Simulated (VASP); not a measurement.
A VASP calculation is set up with these files.

### KPOINTS
```
kpoints
0
gamma
7 7 7
```

POSCAR:
```
BaS
1
    3.7991956510     0.0000000000     0.0000000000
    0.0000000000     3.7991956510     0.0000000000
    0.0000000000     0.0000000000     3.7991956510
Ba S
1 1
Direct
  0.0000000000   0.0000000000   0.0000000000
  0.5000000000   0.5000000000   0.5000000000
```

**INCAR**
```
! general
SYSTEM  = BaS
PREC    = Accurate
ENCUT   = 500
LREAL   = .FALSE.
LASPH   = .TRUE.

! electronic loop
EDIFF   = 1E-6
NELM    = 100
ALGO    = Normal
LMAXMIX = 4

! smearing
ISMEAR  = 0
SIGMA   = 0.05

! functional
GGA     = PS

! ions
IBRION  = 2
NSW     = 40
ISIF    = 3
EDIFFG  = -0.02
PSTRESS = 50

! output
LWAVE   = .FALSE.
LCHARG  = .FALSE.
```

POTCAR, in this order: Ba_sv S (PBE.64 set). Program: vasp_std.

Problem. Translate this PBEsol calculation to Quantum ESPRESSO's pw.x.

Solution. One equivalent input (not run):
```
&CONTROL
  calculation = 'vc-relax'
  pseudo_dir = './pseudo'
  outdir = './out'
  tprnfor = .true.
  tstress = .true.
  nstep = 40
  forc_conv_thr = 0.00078
/
&SYSTEM
  ibrav = 0
  nat = 2
  ntyp = 2
  ecutwfc = 56.6
  occupations = 'smearing'
  smearing = 'gaussian'
  degauss = 0.003675
  input_dft = 'pbesol'
/
&ELECTRONS
  conv_thr = 7.3e-08
  electron_maxstep = 100
/
&IONS
/
&CELL
  press = 50
/
ATOMIC_SPECIES
  Ba 137.327 Ba.upf
  S 32.060 S.upf
CELL_PARAMETERS angstrom
     3.7991957    0.0000000    0.0000000
     0.0000000    3.7991957    0.0000000
     0.0000000    0.0000000    3.7991957
ATOMIC_POSITIONS crystal
  Ba   0.0000000  0.0000000  0.0000000
  S    0.5000000  0.5000000  0.5000000
K_POINTS automatic
  7 7 7 0 0 0
```
The two are equivalent in intent, not identical: the potentials are each code's own (VASP's PAW set, PseudoDojo norm-conserving files in pw.x), so ENCUT and ecutwfc are chosen apart and not converted; conv_thr bounds pw.x's estimated SCF error, while EDIFF bounds the energy change between steps; forc_conv_thr acts on force components and is met together with etot_conv_thr.

The structure was generated: BaS was put into the CsCl type type (Pm-3m), which need not be its known phase. This run relaxes it under an external pressure of 5 GPa. Symmetry was kept, so distortions that lower it aren't found.
